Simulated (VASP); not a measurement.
OSZICAR of a VASP run on Sc (hcp):

OSZICAR:
```
       N       E                     dE             d eps       ncg     rms          rms(c)
DAV:   1     0.392943890537E+03    0.39294E+03   -0.11128E+04  2296   0.157E+03
DAV:   2     0.155874181750E+02   -0.37736E+03   -0.37160E+03  3212   0.656E+02
DAV:   3    -0.813195294223E+01   -0.23719E+02   -0.23122E+02  3724   0.192E+02
DAV:   4    -0.860462515986E+01   -0.47267E+00   -0.46588E+00  3488   0.249E+01
DAV:   5    -0.861359165532E+01   -0.89665E-02   -0.89146E-02  3797   0.319E+00    0.791E+00
DAV:   6    -0.746988516658E+01    0.11437E+01   -0.26594E+00  2847   0.216E+01    0.238E+00
DAV:   7    -0.731942557409E+01    0.15046E+00   -0.66114E-01  2966   0.984E+00    0.832E-01
DAV:   8    -0.731014924140E+01    0.92763E-02   -0.25805E-02  3120   0.246E+00    0.222E-01
DAV:   9    -0.730910334357E+01    0.10459E-02   -0.66038E-03  2966   0.101E+00    0.260E-02
DAV:  10    -0.730914484371E+01   -0.41500E-04   -0.15702E-04  3840   0.184E-01    0.730E-03
DAV:  11    -0.730914302255E+01    0.18212E-05   -0.28977E-06  2468   0.267E-02    0.248E-03
DAV:  12    -0.730914388401E+01   -0.86145E-06   -0.66297E-07  1854   0.176E-02
   1 F= -.73091439E+01 E0= -.73089920E+01  d E =-.730914E+01
       N       E                     dE             d eps       ncg     rms          rms(c)
DAV:   1    -0.731059607919E+01   -0.14531E-02   -0.45379E-02  3308   0.389E+00    0.254E-01
DAV:   2    -0.730931477748E+01    0.12813E-02   -0.41439E-03  2965   0.876E-01    0.751E-02
DAV:   3    -0.730921355363E+01    0.10122E-03   -0.44606E-04  3672   0.291E-01    0.320E-02
DAV:   4    -0.730920588808E+01    0.76655E-05   -0.20220E-05  4046   0.614E-02    0.311E-03
DAV:   5    -0.730920588044E+01    0.76388E-08   -0.86807E-07  1777   0.152E-02
   2 F= -.73092059E+01 E0= -.73090681E+01  d E =-.619964E-04
```

### Question
Which electronic solver shows in the log?

### Answer
It is blocked Davidson (ALGO = Normal, or the opening steps of other solvers). The INCAR had ALGO = Normal.

### Question
Can the final energy be trusted as converged?

### Answer
The calculation finished and met its thresholds. It stopped with EDIFF = 1E-6, NELM = 100, NSW = 60 and EDIFFG = -0.01 after 2 ionic steps (optB86b-vdW, plane waves, VASP's PBE PAW potentials (set 64)).

The compound is Sc in the hcp structure. This run relaxes it. Symmetry was kept, so distortions that lower it aren't found. The start is the result of an earlier pass.
